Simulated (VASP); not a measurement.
Level of theory: r2SCAN meta-GGA, VASP's PBE PAW potentials (set 64) (plane waves; VASP 6.6.1).

VASP ran on this input.

KPOINTS:
```
K-points
0
gamma
  11 11 7
0 0 0
```

POSCAR:
```
Sc
1
    1.6659464631    -2.8855038285    -0.0000000000
    1.6659464631     2.8855038285     0.0000000000
   -0.0000000000    -0.0000000000     5.1874672410
Sc
2
Direct
  0.3333330000   0.6666670000   0.2500000000
  0.6666670000   0.3333330000   0.7500000000
```

INCAR:
```
ISIF=2   ! forces and stress, cell fixed
LASPH=T
EDIFFG=-0.001   ! ionic stop
ISMEAR=1   ! Methfessel-Paxton
NELM=100
EDIFF=1E-8   ! SCF stop (eV)
SYSTEM=Sc
METAGGA=R2SCAN
ENCUT=400   ! plane-wave cut-off (eV)
ALGO=Normal
PREC=Accurate
LMIXTAU=T
LWAVE=F
SIGMA=0.1   ! width (eV)
NSW=30   ! most ionic steps
IBRION=1   ! quasi-Newton
LMAXMIX=4   ! l cut-off of mixed one-centre charges
LREAL=F   ! projection in real space or not
LCHARG=F
```

POTCAR, in this order: Sc_sv (PBE.64 set). Program: vasp_std.

The run wrote:

OUTCAR:
```
 ion  position               nearest neighbor table
   1  0.333  0.667  0.250-   2 3.23   2 3.23   2 3.23   2 3.23   2 3.23   2 3.23
   2  0.667  0.333  0.750-   1 3.23   1 3.23   1 3.23   1 3.23   1 3.23   1 3.23
  LATTYP: Found a hexagonal cell.
 ALAT       =     3.3318928497
 C/A-ratio  =     1.5569129846
 Subroutine PRICEL returns:
 Original cell was already a primitive cell.
 Subroutine GETGRP returns: Found 24 space group operations
The static configuration has the point symmetry D_3d.
 The point group associated with its full space group is D_6h.
The dynamic configuration has the point symmetry D_3d.
 Subroutine INISYM returns: Found 24 space group operations
 Subroutine IBZKPT returns following result:
 Found     64 irreducible k-points:

 Following reciprocal coordinates:
            Coordinates               Weight
  0.000000  0.000000  0.000000      1.000000
  0.090909  0.000000  0.000000      6.000000
  0.181818 -0.000000  0.000000      6.000000
  0.272727  0.000000  0.000000      6.000000
  0.363636  0.000000  0.000000      6.000000
  0.454545 -0.000000  0.000000      6.000000
  0.090909  0.090909  0.000000      6.000000
...
```

### OSZICAR
```
       N       E                     dE             d eps       ncg     rms          rms(c)
DAV:   1     0.338899104502E+03    0.33890E+03   -0.10286E+04  1928   0.131E+03
DAV:   2    -0.862679084753E+01   -0.34753E+03   -0.34176E+03  2682   0.691E+02
DAV:   3    -0.285563345538E+02   -0.19930E+02   -0.19345E+02  3068   0.177E+02
DAV:   4    -0.289388578625E+02   -0.38252E+00   -0.38156E+00  2927   0.236E+01
DAV:   5    -0.289467343561E+02   -0.78765E-02   -0.78733E-02  3143   0.313E+00    0.974E+00
DAV:   6    -0.235852657532E+02    0.53615E+01   -0.73185E+00  2200   0.437E+01    0.202E+00
DAV:   7    -0.216414139019E+02    0.19439E+01   -0.13948E+00  2504   0.109E+01    0.976E-01
DAV:   8    -0.231785068285E+02   -0.15371E+01   -0.69653E-01  2298   0.694E+00    0.675E-01
DAV:   9    -0.227647493354E+02    0.41376E+00   -0.43515E-01  1920   0.753E+00    0.286E-01
DAV:  10    -0.226855972046E+02    0.79152E-01   -0.54354E-02  2691   0.321E+00    0.201E-01
DAV:  11    -0.227284229691E+02   -0.42826E-01   -0.87321E-03  2522   0.108E+00    0.160E-01
DAV:  12    -0.227063703139E+02    0.22053E-01   -0.15584E-02  1948   0.136E+00    0.382E-02
DAV:  13    -0.227115146287E+02   -0.51443E-02   -0.20726E-03  3054   0.621E-01    0.561E-02
DAV:  14    -0.227109387617E+02    0.57587E-03   -0.50259E-05  2655   0.885E-02    0.565E-02
DAV:  15    -0.227090795357E+02    0.18592E-02   -0.47739E-04  2459   0.170E-01    0.275E-02
DAV:  16    -0.227091258632E+02   -0.46327E-04   -0.13705E-04  2375   0.132E-01    0.151E-02
DAV:  17    -0.227090200816E+02    0.10578E-03   -0.36889E-05  2705   0.610E-02    0.103E-02
DAV:  18    -0.227090141943E+02    0.58873E-05   -0.29596E-05  2131   0.521E-02    0.174E-03
DAV:  19    -0.227090006965E+02    0.13498E-04   -0.58636E-06  2637   0.250E-02    0.343E-03
DAV:  20    -0.227090012408E+02   -0.54428E-06   -0.21501E-06  2396   0.145E-02    0.535E-04
DAV:  21    -0.227090051113E+02   -0.38705E-05   -0.99936E-08  2725   0.448E-03    0.544E-04
DAV:  22    -0.227090038391E+02    0.12721E-05   -0.13740E-07  2178   0.354E-03    0.428E-04
DAV:  23    -0.227090035232E+02    0.31599E-06   -0.12396E-07  2480   0.413E-03    0.143E-04
DAV:  24    -0.227090034493E+02    0.73829E-07   -0.93203E-09  1359   0.156E-03    0.956E-05
DAV:  25    -0.227090036449E+02   -0.19561E-06   -0.20472E-09  1261   0.121E-03    0.786E-05
DAV:  26    -0.227090035492E+02    0.95764E-07   -0.16638E-09  1261   0.690E-04    0.573E-05
DAV:  27    -0.227090034061E+02    0.14310E-06   -0.61974E-10  1254   0.536E-04    0.240E-05
DAV:  28    -0.227090034714E+02   -0.65317E-07   -0.37775E-10  1240   0.388E-04    0.290E-05
DAV:  29    -0.227090034271E+02    0.44240E-07   -0.10195E-10  1219   0.220E-04    0.224E-05
DAV:  30    -0.227090034213E+02    0.58885E-08   -0.43149E-11  1198   0.150E-04
   1 F= -.22709003E+02 E0= -.22708902E+02  d E =-.227090E+02
```

### OUTCAR
```
------------------------ aborting loop because EDIFF is reached ----------------------------------------
  FORCE on cell =-STRESS in cart. coord.  units (eV):
  Direction    XX          YY          ZZ          XY          YZ          ZX
  --------------------------------------------------------------------------------------
  Total        0.0235929      0.0235929     -0.0444355      0.0000000      0.0000000      0.0000000
  in kB        0.7579198      0.7579198     -1.4274894      0.0000000      0.0000000      0.0000000
  external PRESSURE =       0.0294501 kB  Pullay stress =       0.0000000 kB
  volume of cell :       49.87
      direct lattice vectors                 reciprocal lattice vectors
     1.665946463 -2.885503829  0.000000000     0.300129693 -0.173279964  0.000000000
     1.665946463  2.885503829  0.000000000     0.300129693  0.173279964  0.000000000
     0.000000000  0.000000000  5.187467241     0.000000000  0.000000000  0.192772302
 POSITION                                       TOTAL-FORCE (eV/Angst)
 -----------------------------------------------------------------------------------
      1.66595      0.96184      1.29687        -0.000000      0.000000      0.000000
      1.66595     -0.96184      3.89060         0.000000     -0.000000      0.000000
 -----------------------------------------------------------------------------------
    total drift:                                0.000000      0.000692     -0.000013
  FREE ENERGIE OF THE ION-ELECTRON SYSTEM (eV)
  ---------------------------------------------------
  free  energy   TOTEN  =       -22.7090034213 eV

  energy  without entropy=      -22.7087003048  energy(sigma->0) =      -22.70890238

 reached required accuracy - stopping structural energy minimisation
```
(Selected blocks of OUTCAR.)

OUTCAR:
```
 val. band max:        3.6471069950   @ k =   0.4545  -0.0000   0.4286

 cond. band min:       3.6704248986   @ k =   0.1818  -0.0000   0.0000


 Fermi energy:         3.6596411685

 k-point     1 :       0.0000    0.0000    0.0000
  band No.  band energies     occupation
      1     -47.8937      2.00000
      2     -47.8234      2.00000
      3     -25.7559      2.00000
      4     -25.4079      2.00000
      5     -25.4078      2.00000
      6     -25.3422      2.00000
      7     -25.3421      2.00000
      8     -25.3195      2.00000
      9      -1.8261      2.00000
     10       1.9720      2.00000
     11       4.0984     -0.00000
     12       5.4406     -0.00000
     13       5.4407     -0.00000
     14       5.7208      0.00000
     15       5.9192      0.00000

 k-point     2 :       0.0909    0.0000    0.0000
  band No.  band energies     occupation
      1     -47.8902      2.00000
      2     -47.8222      2.00000
      3     -25.7450      2.00000
      4     -25.4283      2.00000
      5     -25.4150      2.00000
      6     -25.3637      2.00000
      7     -25.3447      2.00000
      8     -25.3246      2.00000
      9      -1.6397      2.00000
     10       2.1239      2.00000
     11       3.9669     -0.00012
     12       5.1253     -0.00000
     13       5.5741     -0.00000
     14       5.7931      0.00000
     15       5.9419      0.00000

 k-point     3 :       0.1818   -0.0000    0.0000
  band No.  band energies     occupation
      1     -47.8798      2.00000
      2     -47.8188      2.00000
      3     -25.7143      2.00000
      4     -25.4836      2.00000
      5     -25.4334      2.00000
      6     -25.4200      2.00000
      7     -25.3521      2.00000
      8     -25.3397      2.00000
      9      -1.1007      2.00000
     10       2.5191      2.00000
     11       3.6704      0.81865
     12       4.5924     -0.00000
     13       5.5190     -0.00000
     14       5.7744      0.00000
     15       5.8375      0.00000
...
```

The compound is Sc in the hcp structure. It was relaxed first. The start is the result of an earlier pass.
